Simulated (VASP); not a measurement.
Level of theory: PBEsol GGA, VASP's PBE PAW potentials (set 64) (plane waves; VASP).

VASP ran on this input.

### INCAR
```
ALGO=Normal
EDIFF=1E-6
EDIFFG=-0.02
ENCUT=400
GGA=PS
IBRION=2
ISIF=3
ISMEAR=1
LASPH=.TRUE.
LCHARG=.FALSE.
LMAXMIX=6
LREAL=.FALSE.
LWAVE=.FALSE.
NELM=100
NSW=60
PREC=Accurate
SIGMA=0.1
SYSTEM=GdBi
```

File KPOINTS:
```
Automatic mesh
0
Gamma
8 8 3
0 0 0
```

POSCAR:
```
GdBi
1.0
  3.3663527449   0.0000000000   0.0000000000
  0.0000000000   3.3663527449   0.0000000000
  0.0000000000   0.0000000000  11.1077264432
Gd Bi
2 2
direct
  0.0000000000   0.5000000000   0.0000000000
  0.5000000000   1.0000000000   0.5000000000
  0.0000000000   0.0000000000   0.2500000000
  1.0000000000   1.0000000000   0.7500000000
```

POTCAR, in this order: Gd_3 Bi_d (PBE.64 set). Program: vasp_std.

The 4f electrons are frozen in the core of the lanthanide potential, so 4f levels, which can set the real gap, and their magnetism are missing. Unless said otherwise, spin-orbit coupling is left out, though it shifts the bands of the heavy elements here.

### Question
Estimate the energy per atom (σ→0), band gap (on the k-mesh).

### Answer

```json
{
  "energy per atom (σ→0)": "-4.836 eV/atom",
  "band gap (on the k-mesh)": "none (metal, semimetal or under 0.01 eV)"
}
```

OSZICAR:
```
...
DAV:   6    -0.193617893624E+02    0.29004E+00   -0.79916E-01  2004   0.129E+01    0.135E+01
DAV:   7    -0.193440022004E+02    0.17787E-01   -0.19799E-01  1980   0.283E+00    0.169E+00
DAV:   8    -0.193450739264E+02   -0.10717E-02   -0.21594E-02  2068   0.110E+00    0.319E-01
DAV:   9    -0.193447073731E+02    0.36655E-03   -0.17560E-03  2428   0.353E-01    0.114E-01
DAV:  10    -0.193446752660E+02    0.32107E-04   -0.31429E-04  2192   0.193E-01    0.368E-02
DAV:  11    -0.193446714067E+02    0.38593E-05   -0.60311E-05  2328   0.879E-02    0.766E-03
DAV:  12    -0.193446714961E+02   -0.89430E-07   -0.77810E-06  2092   0.269E-02
   1 F= -.19344671E+02 E0= -.19344516E+02  d E =-.193447E+02
```

The structure was generated: GdBi was put into the PtS type (P4_2/mmc), which need not be its known phase. It was relaxed first, which changed the volume by -35 %. The start is the result of an earlier pass.
